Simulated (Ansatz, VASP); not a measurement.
# BaZrO3: VASP beside Ansatz, part 3 of 3

One calculation is typed for both programs; each brings its own data sets. How far apart do they land? The cell is taken from a series of runs on this material, whose earlier steps may have relaxed, scaled, displaced or heated it; both programs get it as it stands.

VASP 6.6.1 and Ansatz 0.2.0.

So far: Set-up; Ansatz: zone-centre phonons, LDA; VASP: zone-centre phonons, LDA.

## (3) VASP: zone-centre phonons, LDA (continued)

Level of this step: LDA; plane waves and PAW (O, Zr_sv, Ba_sv) (VASP).

Numbers of over 12 decimals in the logs are rounded to 6 here.

OUTCAR, selected parts (step 3):

```text
ion  position               nearest neighbor table
   1  0.000  0.500  0.500-   4 2.11   4 2.11   5 2.99   5 2.99   5 2.99   5 2.99
   2  0.500  0.000  0.500-   4 2.11   4 2.11   5 2.99   5 2.99   5 2.99   5 2.99
   3  0.500  0.500  0.000-   4 2.11   4 2.11   5 2.99   5 2.99   5 2.99   5 2.99
   4  0.500  0.500  0.500-   1 2.11   2 2.11   3 2.11   3 2.11   2 2.11   1 2.11   5 3.66   5 3.66
                             5 3.66   5 3.66   5 3.66   5 3.66   5 3.66   5 3.66
   5  0.000  0.000  0.000-   1 2.99   2 2.99   3 2.99   1 2.99   2 2.99   1 2.99   3 2.99   1 2.99
                             2 2.99   3 2.99   2 2.99   3 2.99   4 3.66   4 3.66   4 3.66   4 3.66

  LATTYP: Found a simple cubic cell.
 ALAT       =     4.2288633346

 Subroutine GETGRP returns: Found 48 space group operations
 (whereof 48 operations were pure point group operations)

The static configuration has the point symmetry O_h .

 Found     35 irreducible k-points:

   k-points           NKPTS =     35   k-points in BZ     NKDIM =     35   number of bands    NBANDS=     26

   dimension x,y,z NGX =    36 NGY =   36 NGZ =   36
   dimension x,y,z NGXF=    72 NGYF=   72 NGZF=   72

   ENCUT  =  600.0 eV  44.10 Ry    6.64 a.u.   8.45  8.45  8.45*2*pi/ulx,y,z

   NELECT =      40.0000    total number of electrons

 k-points in reciprocal lattice and weights: Automatic mesh
   0.00000000  0.00000000  0.00000000       0.002
   0.12500000  0.00000000  0.00000000       0.012
   0.25000000  0.00000000  0.00000000       0.012
   0.37500000  0.00000000  0.00000000       0.012
   0.50000000  0.00000000  0.00000000       0.006
   0.12500000  0.12500000  0.00000000       0.023
   0.25000000  0.12500000  0.00000000       0.047
   0.37500000  0.12500000  0.00000000       0.047
   0.50000000  0.12500000  0.00000000       0.023
[...]
0.50000000  0.50000000  0.37500000       0.012
   0.50000000  0.50000000  0.50000000       0.002

 average (electrostatic) potential at core
       1 -70.7351       2 -70.7351       3 -70.7351       4 -78.4107       5 -33.2430

  Total       -3.7503817     -3.7503817     -3.7503817      0.0000000     -0.0000000      0.0000000
[...]
2     0.00000     6.11054     0.00000
    3    -0.00000     0.00000     6.11054
 ion    5
    1     2.71012    -0.00000    -0.00000
    2     0.00000     2.71012     0.00000
    3    -0.00000     0.00000     2.71012

 Eigenvectors and eigenvalues of the dynamical matrix
 ----------------------------------------------------

   1 f  =   13.754647 THz    86.422999 2PiTHz  458.805654 cm-1    56.884626 meV
             X         Y         Z           dx          dy          dz
      0.000000  2.114432  2.114432    -0.000000    0.000000    0.313071
      2.114432  0.000000  2.114432     0.000000   -0.000000    0.313071
      2.114432  2.114432  0.000000     0.000000    0.000000   -0.893574
      2.114432  2.114432  2.114432     0.000000    0.000000    0.061757
      0.000000  0.000000  0.000000    -0.000000   -0.000000    0.041051

   2 f  =   13.754647 THz    86.422999 2PiTHz  458.805654 cm-1    56.884626 meV
             X         Y         Z           dx          dy          dz
      0.000000  2.114432  2.114432     0.890687    0.025145   -0.000000
      2.114432  0.000000  2.114432    -0.312060   -0.071768   -0.000000
      2.114432  2.114432  0.000000    -0.312060    0.025145   -0.000000
      2.114432  2.114432  2.114432    -0.061557    0.004960    0.000000
      0.000000  0.000000  0.000000    -0.040919    0.003297   -0.000000

   3 f  =   13.754647 THz    86.422999 2PiTHz  458.805654 cm-1    56.884626 meV
             X         Y         Z           dx          dy          dz
      0.000000  2.114432  2.114432     0.071768   -0.312060   -0.000000
      2.114432  0.000000  2.114432    -0.025145    0.890687   -0.000000
      2.114432  2.114432  0.000000    -0.025145   -0.312060   -0.000000
      2.114432  2.114432  2.114432    -0.004960   -0.061557   -0.000000
      0.000000  0.000000  0.000000    -0.003297   -0.040919    0.000000

   4 f  =    5.688807 THz    35.743828 2PiTHz  189.758171 cm-1    23.527004 meV
             X         Y         Z           dx          dy          dz
      0.000000  2.114432  2.114432    -0.000000   -0.312161    0.490291
      2.114432  0.000000  2.114432     0.402703   -0.000000   -0.490291
      2.114432  2.114432  0.000000    -0.402703    0.312161   -0.000000
      2.114432  2.114432  2.114432     0.000000   -0.000000   -0.000000
      0.000000  0.000000  0.000000    -0.000000   -0.000000    0.000000

   5 f  =    5.688807 THz    35.743828 2PiTHz  189.758171 cm-1    23.527004 meV
             X         Y         Z           dx          dy          dz
      0.000000  2.114432  2.114432     0.000000   -0.101775    0.404299
      2.114432  0.000000  2.114432    -0.571125   -0.000000   -0.404299
      2.114432  2.114432  0.000000     0.571125    0.101775   -0.000000
      2.114432  2.114432  2.114432    -0.000000    0.000000   -0.000000
      0.000000  0.000000  0.000000     0.000000   -0.000000   -0.000000

   6 f  =    5.688807 THz    35.743828 2PiTHz  189.758171 cm-1    23.527004 meV
             X         Y         Z           dx          dy          dz
      0.000000  2.114432  2.114432    -0.000000   -0.626256   -0.310092
      2.114432  0.000000  2.114432    -0.107915   -0.000000    0.310092
      2.114432  2.114432  0.000000     0.107915    0.626256    0.000000
      2.114432  2.114432  2.114432     0.000000   -0.000000   -0.000000
      0.000000  0.000000  0.000000    -0.000000    0.000000    0.000000

   7 f  =    5.536244 THz    34.785247 2PiTHz  184.669220 cm-1    22.896055 meV
             X         Y         Z           dx          dy          dz
      0.000000  2.114432  2.114432    -0.057498    0.374466   -0.018433
      2.114432  0.000000  2.114432    -0.096171    0.223882   -0.018433
      2.114432  2.114432  0.000000    -0.096171    0.374466   -0.011020
      2.114432  2.114432  2.114432     0.188049   -0.732214    0.036043
      0.000000  0.000000  0.000000    -0.067601    0.263221   -0.012957

   8 f  =    5.536244 THz    34.785247 2PiTHz  184.669220 cm-1    22.896055 meV
             X         Y         Z           dx          dy          dz
      0.000000  2.114432  2.114432     0.224142    0.096245   -0.000757
      2.114432  0.000000  2.114432     0.374900    0.057542   -0.000757
      2.114432  2.114432  0.000000     0.374900    0.096245   -0.000453
      2.114432  2.114432  2.114432    -0.733062   -0.188194    0.001481
      0.000000  0.000000  0.000000     0.263526    0.067653   -0.000532

   9 f  =    5.536244 THz    34.785247 2PiTHz  184.669220 cm-1    22.896055 meV
             X         Y         Z           dx          dy          dz
      0.000000  2.114432  2.114432    -0.002302    0.018042    0.386618
      2.114432  0.000000  2.114432    -0.003851    0.010787    0.386618
      2.114432  2.114432  0.000000    -0.003851    0.018042    0.231147
      2.114432  2.114432  2.114432     0.007529   -0.035279   -0.755975
      0.000000  0.000000  0.000000    -0.002707    0.012682    0.271762

  10 f  =    2.446339 THz    15.370800 2PiTHz   81.601076 cm-1    10.117239 meV
             X         Y         Z           dx          dy          dz
      0.000000  2.114432  2.114432     0.252607    0.237148    0.019588
      2.114432  0.000000  2.114432     0.370998    0.161471    0.019588
      2.114432  2.114432  0.000000     0.370998    0.237148    0.013337
      2.114432  2.114432  2.114432     0.259045    0.165586    0.013677
      0.000000  0.000000  0.000000    -0.549845   -0.351471   -0.029031

  11 f  =    2.446339 THz    15.370800 2PiTHz   81.601076 cm-1    10.117239 meV
             X         Y         Z           dx          dy          dz
      0.000000  2.114432  2.114432     0.161160   -0.371509    0.014837
      2.114432  0.000000  2.114432     0.236692   -0.252956    0.014837
      2.114432  2.114432  0.000000     0.236692   -0.371509    0.010102
      2.114432  2.114432  2.114432     0.165267   -0.259402    0.010360
      0.000000  0.000000  0.000000    -0.350794    0.550603   -0.021990

  12 f  =    2.446339 THz    15.370800 2PiTHz   81.601076 cm-1    10.117239 meV
             X         Y         Z           dx          dy          dz
      0.000000  2.114432  2.114432     0.016677   -0.001970   -0.440067
      2.114432  0.000000  2.114432     0.024494   -0.001341   -0.440067
      2.114432  2.114432  0.000000     0.024494   -0.001970   -0.299635
      2.114432  2.114432  2.114432     0.017102   -0.001375   -0.307271
      0.000000  0.000000  0.000000    -0.036301    0.002919    0.652210

  13 f/i=    0.006345 THz     0.039870 2PiTHz    0.211662 cm-1     0.026243 meV
             X         Y         Z           dx          dy          dz
      0.000000  2.114432  2.114432     0.075039   -0.218537   -0.067242
      2.114432  0.000000  2.114432     0.075037   -0.218544   -0.067242
      2.114432  2.114432  0.000000     0.075037   -0.218537   -0.067244
      2.114432  2.114432  2.114432     0.178764   -0.520633   -0.160194
      0.000000  0.000000  0.000000     0.219953   -0.640592   -0.197105

  14 f/i=    0.006345 THz     0.039870 2PiTHz    0.211662 cm-1     0.026243 meV
             X         Y         Z           dx          dy          dz
      0.000000  2.114432  2.114432     0.017132   -0.065198    0.231011
      2.114432  0.000000  2.114432     0.017132   -0.065200    0.231011
      2.114432  2.114432  0.000000     0.017132   -0.065198    0.231018
      2.114432  2.114432  2.114432     0.040814   -0.155325    0.550350
      0.000000  0.000000  0.000000     0.050218   -0.191113    0.677157

  15 f/i=    0.006345 THz     0.039870 2PiTHz    0.211662 cm-1     0.026243 meV
             X         Y         Z           dx          dy          dz
      0.000000  2.114432  2.114432     0.228012    0.076819    0.004772
      2.114432  0.000000  2.114432     0.228005    0.076822    0.004772
      2.114432  2.114432  0.000000     0.228005    0.076819    0.004772
      2.114432  2.114432  2.114432     0.543189    0.183011    0.011368
      0.000000  0.000000  0.000000     0.668346    0.225179    0.013988

 MACROSCOPIC STATIC DIELECTRIC TENSOR IONIC CONTRIBUTION
 ------------------------------------------------------
          80.382139     0.000000    -0.000000
           0.000000    80.382139     0.000000
          -0.000000     0.000000    80.382139
 ------------------------------------------------------

 ELASTIC MODULI CONTR FROM IONIC RELAXATION (kBar)
 Direction    XX          YY          ZZ          XY          YZ          ZX
 --------------------------------------------------------------------------------
 XX           0.0000      0.0000      0.0000      0.0000      0.0000      0.0000
 YY           0.0000      0.0000      0.0000      0.0000      0.0000      0.0000
 ZZ           0.0000      0.0000      0.0000      0.0000      0.0000      0.0000
 XY           0.0000      0.0000      0.0000      0.0000      0.0000      0.0000
 YZ           0.0000      0.0000      0.0000      0.0000      0.0000      0.0000
 ZX           0.0000      0.0000      0.0000      0.0000      0.0000      0.0000
 --------------------------------------------------------------------------------

 PIEZOELECTRIC TENSOR IONIC CONTR  for field in x, y, z        (C/m^2)
          XX          YY          ZZ          XY          YZ          ZX
  --------------------------------------------------------------------------------
  x     0.00000     0.00000     0.00000     0.00000     0.00000     0.00000
  y     0.00000     0.00000     0.00000     0.00000     0.00000     0.00000
  z     0.00000     0.00000     0.00000     0.00000     0.00000     0.00000
```

Harder data sets than Ba_sv exist (the GW ones), and pressures, volumes and forces can shift noticeably with them.

## (4) Comparison

Known differences besides the potentials themselves: the two LDA forms differ slightly; fixed occupations in Ansatz, narrow Gaussian smearing in VASP; the cutoff is 420 eV in Ansatz and 600 eV in VASP; VASP's log shows a relativistic correction to its local exchange, Ansatz's none. Total energies have different zeros and are not compared.

Compared:

```csv
quantity,Ansatz,VASP,difference
ε∞ xx,4.91,4.93,-0.39 %
ε∞ yy,4.91,4.93,-0.39 %
ε∞ zz,4.91,4.93,-0.39 %
Born charge of O1 (mean of the diagonal) (e),-2.94,-2.94,0.00
Born charge of Zr4 (mean of the diagonal) (e),6.10,6.11,-0.01
Born charge of Ba5 (mean of the diagonal) (e),2.72,2.71,+0.01
optical mode 1 to 3 (cm⁻¹),62.4,81.6,-23.49 %
optical mode 4 to 6 (cm⁻¹),177.8,184.7,-3.70 %
optical mode 7 to 9 (cm⁻¹),182.2,189.8,-3.99 %
optical mode 10 to 12 (cm⁻¹),450.7,458.8,-1.76 %
```

Modes are paired by rising frequency, not by their patterns, so a pair may set unlike modes beside each other; they are those without the splitting of longitudinal modes.

## (5) Summary of results

```yaml
r_m_s_difference_of_the_optical_zone_centre_modes_each_program_s_sorted_by_frequency_zone_centre_phonons_lda: 12 cm⁻¹
difference_in_optical_mode_1_to_3_zone_centre_phonons_lda: -23.5 %
```

In words: The r.m.s. difference of the optical zone-centre modes, each program's sorted by frequency is 12 cm⁻¹ (zone-centre phonons, LDA). Among the rows given in per cent, the largest difference of the zone-centre phonons, LDA pair is in optical mode 1 to 3, -23.5 %. What causes the difference of the zone-centre phonons, LDA pair stays open here. How closely two codes agree says nothing of how well the functional describes the real material.

[Lines on the potential files, build, host, timing and source positions are cut from VASP's logs without a mark.]

[Logs are printed without paths, hosts, clocks, repeated set-up lines and the standing remarks that a program may print on its own settings, such as how far it seeks lower states.]

[Hosts, paths, dates, database ids (printed as entryN), source tags and the programs' standing remarks are cut or masked in the printed files.]
